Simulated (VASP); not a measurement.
VASP input:

File POSCAR:
```
ZnS
2.6799470
  0.0000000000   1.0000000000   1.0000000000
  1.0000000000   0.0000000000   1.0000000000
  1.0000000000   1.0000000000   0.0000000000
Zn S
1 1
Cartesian
  0.0000000000   0.0000000000   0.0000000000
  0.5000000000   0.5000000000   0.5000000000
```

### INCAR
```
SYSTEM = ZnS
PREC = Accurate; ENCUT = 300; LREAL = .FALSE.
LASPH = .TRUE.; ISYM = 3
EDIFF = 1E-6; NELM = 100; ALGO = Normal
LMAXMIX = 4
ISMEAR = 0; SIGMA = 0.01
GGA = PE; LHFCALC = .TRUE.; AEXX = 0.25
HFSCREEN = 0.2; PRECFOCK = Fast
ISIF = 2
LWAVE = .FALSE.; LCHARG = .FALSE.
```

KPOINTS:
```
K-points
0
G
  3 3 3
0 0 0
```

POTCAR, in this order: Zn S (PBE.64 set). Program: vasp_std.

Problem. Write an equivalent input for Ansatz.

Solution. One equivalent input (not run):
Ansatz 0.2 input:
```yaml
crystal:
  lattice:
    - [0.0000000, 2.6799470, 2.6799470]
    - [2.6799470, 0.0000000, 2.6799470]
    - [2.6799470, 2.6799470, 0.0000000]
  atoms:
    - { symbol: Zn, position: [0.0000000, 0.0000000, 0.0000000] }
    - { symbol: S, position: [0.2500000, 0.2500000, 0.2500000] }
kpoints:
  mp_grid: { grid: [3, 3, 3] }
hamiltonian:
  xc: hse06
  pseudopotentials: { kind: paw }
scf:
  occupations: { method: gaussian, width: 0.01 }
  max_iter: 100
output: { forces: true, stress: true, eigenvalues: true }
```
Limits of the translation: each code has its own PAW files, so the cut-off isn't converted (ENCUT is set for VASP's; basis.ecutwfc is left out, and Ansatz then takes the one that its files recommend); Ansatz stops its SCF on the density residual and VASP on the energy change (EDIFF); Ansatz's hse06 screens at 0.11 per bohr (0.208 per Å), slightly more than HFSCREEN = 0.2.

The structure comes from a computed database's ZnS entry; how it stands against other phases isn't given here. The cell was not relaxed at this level. The k-mesh is coarse (spacing up to 0.68 per Å, 2π included), so the numbers may not be converged in it. The run is one of a series of settings (KPOINTS 3×3×3 Γ-centred mesh against the base run), some of them coarse on purpose.
